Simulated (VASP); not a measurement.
Input for VASP

POSCAR:
```
HfO2
1.0
  0.0000000000   2.5100670509   2.5100670509
  2.5100670509   0.0000000000   2.5100670509
  2.5100670509   2.5100670509   0.0000000000
Hf O
1 2
Cart
  0.0000000000   0.0000000000   0.0000000000
  3.7651005764   3.7651005764   3.7651005764
  1.2550335255   1.2550335255   1.2550335255
```

INCAR:
```
# general
SYSTEM   =  HfO2
PREC     =  Accurate
ENCUT    =  520
LREAL    =  .FALSE.   # projection in real space or not
LASPH    =  .TRUE.   # aspherical one-centre terms

# electronic loop
EDIFF    =  1E-6
NELM     =  100
ALGO     =  Normal   # blocked Davidson
LMAXMIX  =  6   # l cut-off of mixed one-centre charges
LMIXTAU  =  .TRUE.

# smearing
ISMEAR   =  0
SIGMA    =  0.05   # width (eV)

# functional
METAGGA  =  R2SCAN

# ions
IBRION   =  2   # conjugate gradients
NSW      =  60   # most ionic steps
ISIF     =  3   # ions, shape and volume
EDIFFG   =  -0.02

# output
LWAVE    =  .FALSE.
LCHARG   =  .FALSE.
```

KPOINTS:
```
Automatic mesh
0
G
7 7 7
0 0 0
```

POTCAR, in this order: Hf_pv O (PBE.64 set). Program: vasp_std.

Question: Translate this r2SCAN calculation to Ansatz.

Answer: One equivalent input (not run):
Ansatz 0.2 input:
```yaml
crystal:
  lattice:
    - [0.0000000, 2.5100671, 2.5100671]
    - [2.5100671, 0.0000000, 2.5100671]
    - [2.5100671, 2.5100671, 0.0000000]
  atoms:
    - { symbol: Hf, position: [0.0000000, 0.0000000, 0.0000000] }
    - { symbol: O, position: [0.7500000, 0.7500000, 0.7500000] }
    - { symbol: O, position: [0.2500000, 0.2500000, 0.2500000] }
kpoints:
  mp_grid: { grid: [7, 7, 7] }
hamiltonian:
  xc: r2scan
  pseudopotentials: { kind: paw }
scf:
  occupations: { method: gaussian, width: 0.05 }
  max_iter: 100
relax:
  max_steps: 60
  f_tol: 0.02
  cell: {}
output: { forces: true, stress: true, eigenvalues: true }
```
What does not carry over: each code has its own PAW files, so the cut-off isn't converted (ENCUT is set for VASP's; basis.ecutwfc is left out, and Ansatz then takes the one that its files recommend); Ansatz stops its SCF on the density residual and VASP on the energy change (EDIFF).

The structure comes from a computed database's HfO2 entry (Fm-3m); how it stands against other phases isn't given here. This run relaxes it. Symmetry was kept, so distortions that lower it aren't found. The start is the result of an earlier pass.
